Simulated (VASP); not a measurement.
Crystal: Lu.

```
Lu
1.0
     3.44958    0.00000    0.00000
    -1.72479    2.98743    0.00000
     0.00000    0.00000    5.35624
Lu
2
Direct
  0.33333 0.66667 0.25000
  0.66667 0.33333 0.75000
```

Base run:

* Program: VASP 6.6.1
* Functional: r2SCAN
* Potentials or basis: VASP PAW PBE potentials, release 64 (Lu)
* Cutoff: 520 eV
* k mesh: 15 × 15 × 8
* Occupations: gaussian, width 0.1 eV
* Spin: no spin polarisation

Its results: band gap on the k mesh none (metal or under the smearing width); pressure 2.9 GPa.

**Question.** The run is repeated on the same cell with these changes: functional from r2SCAN to PBEsol; cutoff from 520 eV to 900 eV. What comes out?

**Answer.** Band gap on the k mesh none (metal or under the smearing width); pressure -0.1 GPa.

Caveats: the PAW data sets were made with another functional, which shifts forces and pressure a little.

Not every run made on this cell is shown here.
